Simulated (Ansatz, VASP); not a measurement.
# Cross-check of Ta12Al14O51 (aluminium tantalate glass 54Al2O3-46Ta2O5) between VASP and Ansatz, part 2 of 2

Wanted: the spread between two codes on one cell, functional and k mesh. The structure shown is the end of the Ansatz relaxation below. Other levels of theory on this material are compared in a session of their own.

VASP 6.6.1 and Ansatz 0.2.0.

So far: The structure; Ansatz: relaxation, PBE with D3(BJ).

## Step 3: VASP: single point, PBE with D3(BJ)

Level of this step: PBE with D3(BJ); plane waves and PAW (Al, Ta_pv, O) (VASP).

The same cell, functional and mesh now go to VASP, with its own data sets.

Lines of VASP's logs that name or quote its potential files are left out, and so is its time.

INCAR reads:

```
SYSTEM = Ta12Al14O51
PREC = Accurate
ENCUT = 600
EDIFF = 1E-06
NELM = 120
ISMEAR = 0
SIGMA = 0.01
LREAL = Auto
ALGO = Normal
GGA = PE
IVDW = 12
NBANDS = 296
LASPH = .TRUE.
LORBIT = 11
LWAVE = .FALSE.
LCHARG = .FALSE.
ISIF = 2
GGA_COMPAT = .FALSE.
EFERMI = MIDGAP
NCORE = 2
```

POSCAR reads:

```
Ta12Al14O51
1.0
    9.8022570000      0.0000000000      0.0000000000
    0.0000000000     10.0244170000      0.0000000000
    0.0000000000      0.0000000000      9.8717840000
Al Ta O
14 12 51
Direct
    0.3262900000      0.6069800000      0.3846500000
    0.7637600000      0.2593100000      0.2049700000
    0.6769800000      0.9809300000      0.3866900000
    0.2056300000      0.9137200000      0.3144400000
    0.6259800000      0.4543700000      0.4514800000
    0.4366000000      0.1867400000      0.4540100000
    0.4060700000      0.3337000000      0.6643800000
    0.5007700000      0.3794100000      0.2173200000
    0.9003000000      0.7529000000      0.3646600000
    0.4540300000      0.0851000000      0.1544500000
    0.8332600000      0.1256200000      0.8783500000
    0.4634300000      0.8684900000      0.8849400000
    0.9777900000      0.4482000000      0.3809500000
    0.2247600000      0.0643900000      0.0132300000
    0.6372300000      0.3440000000      0.9310500000
    0.8062500000      0.5574200000      0.6673400000
    0.0062400000      0.8192000000      0.9053600000
    0.0314900000      0.3338300000      0.0176000000
    0.1963100000      0.0184100000      0.6717400000
    0.7748400000      0.8639200000      0.6546200000
    0.4551200000      0.8616000000      0.5667800000
    0.7304400000      0.9020800000      0.1029800000
    0.3451000000      0.5218900000      0.9461800000
    0.9493400000      0.1547200000      0.4325400000
    0.1015700000      0.3272800000      0.6924900000
    0.1135200000      0.6435200000      0.1917800000
    0.8507500000      0.9696200000      0.7998500000
    0.8727300000      0.7837900000      0.0445600000
    0.8481400000      0.7206300000      0.7796100000
    0.3196900000      0.1855000000      0.5950900000
    0.7684800000      0.1327300000      0.3338900000
    0.0377400000      0.1304500000      0.6222500000
    0.0506000000      0.3235700000      0.4959700000
    0.7822100000      0.8578700000      0.2902400000
    0.1710000000      0.4106400000      0.8911200000
    0.1579500000      0.5313300000      0.3591400000
    0.8050800000      0.0656200000      0.0476300000
    0.4568900000      0.3756900000      0.8304600000
    0.6370500000      0.8276300000      0.4943200000
    0.3804800000      0.6971700000      0.5300400000
    0.6756600000      0.1956100000      0.8242100000
    0.4642000000      0.5022500000      0.3506100000
    0.0709200000      0.0504000000      0.3540500000
    0.2582900000      0.4307900000      0.6509500000
    0.0204200000      0.4993900000      0.0952600000
    0.7354100000      0.4725100000      0.8290400000
    0.9842700000      0.4718400000      0.7007900000
    0.4163600000      0.2270400000      0.2820500000
    0.2774000000      0.5310400000      0.1200900000
    0.5810500000      0.9795700000      0.2232100000
    0.9395700000      0.2987200000      0.2773000000
    0.8252700000      0.0043800000      0.5270700000
    0.4077500000      0.0224900000      0.9784200000
    0.5997000000      0.8293800000      0.9948600000
    0.6288600000      0.5677600000      0.5966500000
    0.8212000000      0.4519700000      0.4938200000
    0.5902500000      0.8607700000      0.7318400000
    0.9269600000      0.5975700000      0.2916500000
    0.6693700000      0.3864800000      0.2871100000
    0.2844300000      0.0104800000      0.1882800000
    0.8167600000      0.3229300000      0.0394000000
    0.8754300000      0.7268200000      0.5400300000
    0.1570200000      0.2178200000      0.0862700000
    0.5230700000      0.0367100000      0.4784300000
    0.3915000000      0.6900600000      0.8892700000
    0.5328600000      0.3184000000      0.5373800000
    0.3597000000      0.9160500000      0.7349300000
    0.2845800000      0.7426200000      0.2719000000
    0.1308600000      0.7074400000      0.9929700000
    0.0527800000      0.8113700000      0.2861000000
    0.2728200000      0.9403800000      0.4893900000
    0.0913900000      0.8690200000      0.7283400000
    0.2122300000      0.1279600000      0.8247700000
    0.5831800000      0.2305400000      0.0985200000
    0.5104800000      0.4665100000      0.0516500000
    0.9684100000      0.2454100000      0.8467900000
    0.0731400000      0.9700800000      0.9872800000
```

KPOINTS reads:

```
Automatic mesh
0
Gamma
1 1 1
0 0 0
```

The projector-augmented-wave data sets are Al, Ta_pv and O (PBE family, release 64).

Run with:

```sh
> mpirun -np 8 vasp_gam
```

Numbers of over 12 decimals in the logs are rounded to 6 here.

What it wrote:

```text
[banner, memory and clock lines left out]
running    8 mpi-ranks, on    1 nodes
[...]
LDA part: xc-table for (Slater+PW92), standard interpolation
 POSCAR, INCAR and KPOINTS ok, starting setup
[...]
entering main loop
       N       E                     dE             d eps       ncg     rms          rms(c)
DAV:   1     0.569432908918E+04    0.56943E+04   -0.31913E+05   592   0.187E+03
DAV:   2    -0.188761563245E+03   -0.58831E+04   -0.56367E+04   704   0.493E+02
DAV:   3    -0.776044053332E+03   -0.58728E+03   -0.58247E+03   680   0.158E+02
DAV:   4    -0.790342431793E+03   -0.14298E+02   -0.14235E+02   696   0.260E+01
[...]
DAV:  16    -0.659601833909E+03   -0.17433E-04   -0.44607E-05   640   0.168E-02    0.932E-03
DAV:  17    -0.659601837002E+03   -0.30935E-05   -0.10437E-05   720   0.957E-03    0.587E-03
DAV:  18    -0.659601837550E+03   -0.54733E-06   -0.33793E-06   528   0.470E-03
   1 F= -.67325937E+03 E0= -.67325937E+03  d E =0.000000E+00
```

From OUTCAR (step 3):

```text
 Edisp (eV)  -13.65754

  Total       1.75188     1.94788     1.44092   -23.70833     2.56549    -2.75349
  in kB       2.89357     3.21731     2.37997   -39.15893     4.23740    -4.54792
  external pressure =        2.83 kB  Pullay stress =        0.00 kB

  FREE ENERGIE OF THE ION-ELECTRON SYSTEM (eV)
  ---------------------------------------------------
  free  energy   TOTEN  =      -673.2593738670 eV

  energy  without entropy=     -673.2593738670  energy(sigma->0) =     -673.25937387

[... 3 further parts left out ...]
[key lines of the parts left out:]
E-fermi :   3.8304
```

The run ends at a pressure of 0.28 GPa, with forces up to 0.30 eV/Å.

## Step 4: Side by side

Known differences besides the potentials themselves: fixed occupations in Ansatz, narrow Gaussian smearing in VASP; the data sets hold 504 valence electrons in Ansatz (on its default PAW (the set named soft_2) files) and 480 in VASP; the cutoff is 420 eV in Ansatz and 600 eV in VASP (PREC = Accurate, projectors in real space). Total energies have different zeros and are not compared.

Compared:

```csv
quantity,Ansatz,VASP,difference
pressure (GPa),-0.04,0.28,-0.32
gap on the k mesh (eV),2.906,2.875,+0.031
```

Forces on 7 of the 77 atoms, those with the largest forces and the largest differences (eV/Å; atoms numbered as in POSCAR):

| atom | Ansatz x, y, z | VASP x, y, z |
| --- | --- | --- |
| Ta17 | 0.004, -0.006, -0.002 | -0.121, -0.078, -0.168 |
| Ta24 | 0.003, 0.008, -0.004 | -0.176, 0.137, 0.130 |
| O43 | -0.003, 0.003, 0.001 | 0.204, -0.184, -0.128 |
| O54 | 0.006, 0.001, -0.002 | -0.134, -0.066, -0.124 |
| O63 | -0.013, 0.004, -0.005 | 0.139, -0.137, 0.061 |
| O65 | -0.005, -0.003, 0.001 | 0.050, 0.192, -0.046 |
| O77 | 0.005, 0.002, 0.002 | 0.084, 0.150, 0.078 |

The forces differ by 62 meV/Å r.m.s., where the r.m.s. force is 0.005 eV/Å in Ansatz and 0.061 eV/Å in VASP: the atoms lie near their places of rest in Ansatz, so a percentage would say little (all taken over all components). A gap on the mesh is an upper bound, since the band edges may lie between its points; neither run holds spin-orbit coupling, which can move the band edges of a compound of Ta.

## Step 5: Outcome

| Quantity | Value |
| --- | --- |
| r.m.s. force difference (single point, PBE with D3(BJ)) | 62 meV/Å |

**Reading.** The r.m.s. force difference is 62 meV/Å (single point, PBE with D3(BJ)), beyond the 12 meV/Å picked in this series as the mark of a large difference. The data sets hold unlike numbers of valence electrons (504 in Ansatz and 480 in VASP), so part of the differences comes from the potentials. What causes the difference of the single point, PBE with D3(BJ) pair stays open here. 7 further runs of this series are not shown here. Such differences can come from data sets, numerical settings and the points named under the comparisons, not from the functional's error against experiment.

[Lines on the potential files, build, host, timing and source positions are cut from VASP's logs without a mark.]

[Logs are printed without paths, hosts, clocks, repeated set-up lines and the standing remarks that a program may print on its own settings, such as how far it seeks lower states.]

[Hosts, paths, dates, database ids (printed as entryN), source tags and the programs' standing remarks are cut or masked in the printed files.]
